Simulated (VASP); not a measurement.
VASP ran on this input.

### POSCAR
```
PbTe
1
    0.0000000000     3.2832904818     3.2832904818
    3.2832904818     0.0000000000     3.2832904818
    3.2832904818     3.2832904818     0.0000000000
Te Pb
1 1
Direct
  0.5000000000   0.5000000000   0.5000000000
  0.0000000000   0.0000000000   0.0000000000
```

### INCAR
```
SYSTEM  =  PbTe
PREC  =  Accurate; ENCUT  =  520; LREAL  =  .False.
LASPH  =  .True.
EDIFF  =  1E-6; NELM  =  100; ALGO  =  Normal
LMAXMIX  =  4
ISMEAR  =  0; SIGMA  =  0.05
GGA  =  PE
LWAVE  =  .False.; LCHARG  =  .True.
```

**KPOINTS**
```
K-points
0
Gamma
  6 6 6
```

POTCAR, in this order: Te Pb_d (PBE.64 set). Program: vasp_std.

Question: Write an equivalent input for Quantum ESPRESSO's pw.x.

Answer: One equivalent input (not run):
```
&CONTROL
  calculation = 'scf'
  pseudo_dir = './pseudo'
  outdir = './out'
  tprnfor = .true.
  tstress = .true.
/
&SYSTEM
  ibrav = 0
  nat = 2
  ntyp = 2
  ecutwfc = 82.3
  occupations = 'smearing'
  smearing = 'gaussian'
  degauss = 0.003675
  input_dft = 'pbe'
/
&ELECTRONS
  conv_thr = 7.3e-08
  electron_maxstep = 100
/
ATOMIC_SPECIES
  Te 127.600 Te.upf
  Pb 207.200 Pb.upf
CELL_PARAMETERS angstrom
     0.0000000    3.2832905    3.2832905
     3.2832905    0.0000000    3.2832905
     3.2832905    3.2832905    0.0000000
ATOMIC_POSITIONS crystal
  Te   0.5000000  0.5000000  0.5000000
  Pb   0.0000000  0.0000000  0.0000000
K_POINTS automatic
  6 6 6 0 0 0
```
What does not carry over: the potentials are each code's own (VASP's PAW set, PseudoDojo norm-conserving files in pw.x), so ENCUT and ecutwfc are chosen apart and not converted; conv_thr bounds pw.x's estimated SCF error, while EDIFF bounds the energy change between steps.

The compound is PbTe in the rock salt structure. It was relaxed first, which changed the volume by +5 %.
